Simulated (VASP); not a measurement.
Output of a VASP run:

File OUTCAR:
```
 ion  position               nearest neighbor table
   1  0.509  0.223  0.458-   6 2.05   5 2.10   8 2.21   3 3.29   2 3.60   2 3.64   4 3.71
   2  0.999  0.777  0.386-   5 2.18   6 2.26   4 3.17   1 3.60   1 3.64
   3  0.513  0.209  0.614-   8 1.92   7 1.99   1 3.29   4 3.65   4 3.69
   4  0.020  0.764  0.537-   5 2.05   7 2.16   8 2.19   2 3.17   3 3.65   3 3.69   1 3.71
   5  0.720  0.890  0.468-   4 2.05   1 2.10   2 2.18
   6  0.247  0.128  0.380-   1 2.05   2 2.26
   7  0.738  0.900  0.614-   3 1.99   4 2.16
   8  0.253  0.109  0.544-   3 1.92   4 2.19   1 2.21
  LATTYP: Found a simple orthorhombic cell.
 ALAT       =     4.2219700000
 B/A-ratio  =     1.3439460726
 C/A-ratio  =     4.9817028544
 Subroutine PRICEL returns:
 Original cell was already a primitive cell.
 Subroutine GETGRP returns: Found  1 space group operations
The static configuration has the point symmetry C_1 .
The dynamic configuration has the point symmetry C_1 .
 Subroutine INISYM returns: Found  1 space group operations
 Subroutine IBZKPT returns following result:
 Found     20 irreducible k-points:

 Following reciprocal coordinates:
            Coordinates               Weight
  0.000000  0.000000  0.000000      1.000000
  0.166667  0.000000  0.000000      2.000000
  0.333333  0.000000  0.000000      2.000000
  0.500000  0.000000  0.000000      1.000000
  0.000000  0.166667  0.000000      2.000000
  0.166667  0.166667  0.000000      2.000000
  0.166667 -0.166667  0.000000      2.000000
  0.333333  0.166667  0.000000      2.000000
  0.333333 -0.166667  0.000000      2.000000
  0.500000  0.166667  0.000000      2.000000
  0.000000  0.333333  0.000000      2.000000
  0.166667  0.333333  0.000000      2.000000
  0.166667 -0.333333  0.000000      2.000000
  0.333333  0.333333  0.000000      2.000000
  0.333333 -0.333333  0.000000      2.000000
  0.500000  0.333333  0.000000      2.000000
  0.000000  0.500000  0.000000      1.000000
  0.166667  0.500000  0.000000      2.000000
  0.333333  0.500000  0.000000      2.000000
  0.500000  0.500000  0.000000      1.000000
   k-points           NKPTS =     20   k-points in BZ     NKDIM =     20   number of bands    NBANDS=     48
   number of dos      NEDOS =    301   number of ions     NIONS =      8
   total plane-waves  NPLWV =  77760
   dimension x,y,z NGX =    24 NGY =   30 NGZ =  108
   dimension x,y,z NGXF=    48 NGYF=   60 NGZF=  216
   ions per type =               4   4
   PREC   = accura    normal or accurate (medium, high low for compatibility)
   ISTART =      0    job   : 0-new  1-cont  2-samecut
   ICHARG =      2    charge: 1-file 2-atom 10-const
   ISPIN  =      1    spin polarized calculation?
   LNONCOLLINEAR =      F non collinear calculations
   LSORBIT =      F    spin-orbit coupling
   INIWAV =      1    electr: 0-lowe 1-rand  2-diag
   ENCUT  =  240.0 eV  17.64 Ry    4.20 a.u.   5.33  7.17 26.57*2*pi/ulx,y,z
   NELM   =    100;   NELMIN=  2; NELMDL= -5     # of ELM steps
   EDIFF  = 0.1E-05   stopping-criterion for ELM
   LREAL  =      F    real-space projection
   NLSPLINE    = F    spline interpolate recip. space projectors
   LMAXMIX     =    4 max onsite mixed and CHGCAR
   VOSKOWN=      0    Vosko Wilk Nusair interpolation
   EDIFFG = 0.1E-04   stopping-criterion for IOM
   NSW    =      0    number of steps for IOM
   NBLOCK =      1;   KBLOCK =      1    inner block; outer block
   IBRION =     -1    ionic relax: 0-MD 1-quasi-New 2-CG
   NFREE  =      0    steps in history (QN), initial steepest desc. (CG)
   ISIF   =      2    stress and relaxation
   ISYM   =      2    0-nonsym 1-usesym 2-fastsym
   TEIN   =    0.0    initial temperature
   TEBEG  =    0.0;   TEEND  =   0.0 temperature during run
   SMASS  =  -3.00    Nose mass-parameter (am)
   PSTRESS=    0.0 pullay stress
   NELECT =      80.0000    total number of electrons
   EFERMI =   0.00;   METHOD = LEGACY
   ISMEAR =     1;   SIGMA  =   0.50  broadening in eV -4-tet -1-fermi 0-gaus
   IALGO  =     38    algorithm
   LDIAG  =      T    sub-space diagonalisation (order eigenvalues)
...
```

**OSZICAR**
```
       N       E                     dE             d eps       ncg     rms          rms(c)
DAV:   1     0.583407987618E+03    0.58341E+03   -0.28349E+04  2440   0.950E+02
DAV:   2     0.393766403759E+02   -0.54403E+03   -0.52890E+03  2256   0.305E+02
DAV:   3    -0.507019553616E+02   -0.90079E+02   -0.88035E+02  2344   0.141E+02
DAV:   4    -0.545214144278E+02   -0.38195E+01   -0.38062E+01  2176   0.304E+01
DAV:   5    -0.546436448438E+02   -0.12223E+00   -0.12215E+00  2352   0.501E+00    0.135E+01
DAV:   6    -0.490769127238E+02    0.55667E+01   -0.16134E+01  3008   0.419E+01    0.771E+00
DAV:   7    -0.486907846931E+02    0.38613E+00   -0.26634E+00  2128   0.803E+00    0.468E+00
DAV:   8    -0.483904568136E+02    0.30033E+00   -0.83607E-01  2608   0.595E+00    0.997E-01
DAV:   9    -0.483620127515E+02    0.28444E-01   -0.91131E-02  2888   0.293E+00    0.394E-01
DAV:  10    -0.483639011680E+02   -0.18884E-02   -0.38353E-02  2400   0.108E+00    0.244E-01
DAV:  11    -0.483648201092E+02   -0.91894E-03   -0.56007E-03  2856   0.572E-01    0.114E-01
DAV:  12    -0.483654720800E+02   -0.65197E-03   -0.11635E-03  2544   0.277E-01    0.500E-02
DAV:  13    -0.483658819948E+02   -0.40991E-03   -0.50580E-04  2632   0.208E-01    0.385E-02
DAV:  14    -0.483667451651E+02   -0.86317E-03   -0.36267E-04  2632   0.144E-01    0.209E-02
DAV:  15    -0.483672618317E+02   -0.51667E-03   -0.13039E-04  2376   0.546E-02    0.142E-02
DAV:  16    -0.483676097701E+02   -0.34794E-03   -0.55824E-05  2808   0.465E-02    0.103E-02
DAV:  17    -0.483678519386E+02   -0.24217E-03   -0.20871E-05  2048   0.212E-02    0.588E-03
DAV:  18    -0.483679138453E+02   -0.61907E-04   -0.78605E-06  1824   0.134E-02    0.257E-03
DAV:  19    -0.483679442214E+02   -0.30376E-04   -0.25788E-06  1592   0.892E-03    0.199E-03
DAV:  20    -0.483679574019E+02   -0.13181E-04   -0.13732E-06  1528   0.575E-03    0.106E-03
DAV:  21    -0.483679664794E+02   -0.90775E-05   -0.46942E-07  1440   0.385E-03    0.721E-04
DAV:  22    -0.483679746270E+02   -0.81477E-05   -0.28493E-07  1392   0.350E-03    0.499E-04
DAV:  23    -0.483679781511E+02   -0.35241E-05   -0.19919E-07  1416   0.254E-03    0.396E-04
DAV:  24    -0.483679791495E+02   -0.99841E-06   -0.94631E-08  1408   0.172E-03
   1 F= -.48367979E+02 E0= -.48391279E+02  d E =0.698989E-01
```

**OUTCAR**
```
------------------------ aborting loop because EDIFF is reached ----------------------------------------
  FORCE on cell =-STRESS in cart. coord.  units (eV):
  Direction    XX          YY          ZZ          XY          YZ          ZX
  --------------------------------------------------------------------------------------
  Total      -50.6181782    -54.3552205    -47.6372388     -1.1127892     -0.4384293      4.6811800
  in kB     -160.9577906   -172.8409931   -151.4788754     -3.5384935     -1.3941357     14.8854112
  external PRESSURE =    -161.7592197 kB  Pullay stress =       0.0000000 kB
  volume of cell :      503.85
      direct lattice vectors                 reciprocal lattice vectors
     4.221970000  0.000000000  0.000000000     0.236856254  0.000000000  0.000000000
     0.000000000  5.674100000  0.000000000     0.000000000  0.176239404  0.000000000
     0.000000000  0.000000000 21.032600000     0.000000000  0.000000000  0.047545239
 POSITION                                       TOTAL-FORCE (eV/Angst)
 -----------------------------------------------------------------------------------
      2.14717      1.26441      9.62435        -0.370925      0.104038     -0.339050
      4.21848      4.40942      8.12001         0.498873      2.157902      0.477947
      2.16736      1.18453     12.91686         1.479511     -0.150752      1.713492
      0.08616      4.33720     11.28580        -0.500086      1.175838      2.325663
      3.04111      5.05023      9.83962         0.223564      0.150933     -1.362719
      1.04373      0.72832      7.98639        -0.642245     -2.198382      1.068959
      3.11394      5.10511     12.91421         0.886001     -0.267468     -1.244610
      1.06993      0.61719     11.44316        -1.574693     -0.972108     -2.639683
 -----------------------------------------------------------------------------------
    total drift:                                0.003869     -0.001260      0.009017
  FREE ENERGIE OF THE ION-ELECTRON SYSTEM (eV)
  ---------------------------------------------------
  free  energy   TOTEN  =       -48.3679791495 eV

  energy  without entropy=      -48.4378780634  energy(sigma->0) =      -48.39127879
```
(Selected blocks of OUTCAR.)

**POSCAR**
```
SnO
1
    4.2219700000     0.0000000000     0.0000000000
    0.0000000000     5.6741000000     0.0000000000
    0.0000000000     0.0000000000    21.0326000000
Sn O
4 4
Direct
  0.5085710000   0.2228390000   0.4575920000
 -0.0008260000   0.7771140000   0.3860680000
  0.5133520000   0.2087600000   0.6141350000
  0.0204080000   0.7643850000   0.5365860000
  0.7203050000   0.8900490000   0.4678270000
  0.2472130000   0.1283590000   0.3797150000
  0.7375570000   0.8997220000   0.6140090000
  0.2534190000   0.1087730000   0.5440680000
```

Question: Write an INCAR and KPOINTS that could have produced this output.

Answer: This is not unique; one that fits is the input of the run itself, LDA (Ceperley-Alder, Perdew-Zunger), plane waves, VASP's LDA PAW potentials (set 64).

### KPOINTS
```
Automatic mesh
0
Gamma
6 6 1
0 0 0
```

INCAR:
```
SYSTEM = SnO
PREC = Accurate
ENCUT = 240
EDIFF = 1E-6
NELM = 100
ALGO = Normal
LREAL = .FALSE.
LASPH = .TRUE.
ISMEAR = 1
SIGMA = 0.5
LMAXMIX = 4
LWAVE = .FALSE.
LCHARG = .FALSE.
ISIF = 2
```

POTCAR, in this order: Sn_d O (LDA.64 set). Program: vasp_std.

At this cut-off the stress carries a Pulay error, which pulls relaxed volumes low. The cell holds a wide vacuum, so values per volume refer to the whole cell.

The cell is a sheet with vacuum, built from a database entry that may be metastable or hypothetical.
